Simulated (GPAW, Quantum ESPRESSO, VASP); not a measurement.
**Equation of state of CuTl3 under PBE**

The structure is cubic, space group Pm-3m (No. 221). The conventional cell has a = 4.717 Å, b = 4.717 Å, c = 4.717 Å, α = 90.00°, β = 90.00°, γ = 90.00°. Tl (site symmetry 4/mmm) is surrounded by 8 Tl at 3.34 Å and 4 Cu at 3.34 Å. Cu (site symmetry m-3m) is surrounded by 12 Tl at 3.34 Å.

The cell comes from a database or a generator and needn't be the stable form of this composition.

The cell was scaled at fixed shape and fractions and run with Quantum ESPRESSO, SSSP 1.3 efficiency PBE, cutoff 748 eV; PBE, k mesh 6 × 6 × 6 on the cell of 4 atoms, fermi-dirac occupations of 0.05 eV, no spin polarisation, no spin-orbit coupling. Energies are those that the program minimises, any entropy of the smearing included. For a metal such a mesh isn't converged to the digits shown.

| V (Å³/atom) | energy over the lowest row (meV/atom) |
| --- | --- |
| 24.6641 | 11.148 |
| 25.1888 | 4.749 |
| 25.7136 | 1.135 |
| 26.2384 | 0.000 |
| 26.7632 | 0.940 |
| 27.2879 | ? |
| 27.8127 | 8.327 |

**Question.** Fit the third-order Birch-Murnaghan form, give V0, B0 and B′, and predict the energy left open.

**Answer.** With y = (V0/V)^(2/3), E = E0 + (9 V0 B0/16) [(y - 1)³ B′ + (y - 1)² (6 - 4y)]. Least squares through the rows shown give V0 = 26.2500 Å³/atom, E0 = -0.024 meV, B0 = 32.62 GPa (1 eV/Å³ = 160.218 GPa) and B′ = 5.53, with a largest miss of 0.023 meV. At V = 27.2879 the form with these constants gives 3.815 meV; the run gave 3.818 meV an atom. Other set-ups at this level, from all their volumes (Å³/atom, GPa): GPAW, GPAW PAW data sets (gpaw-data 1.2.1): V0 26.023, B0 32.99; VASP, PBE PAW files Cu, Tl_d, 520 eV: V0 26.305, B0 32.46.
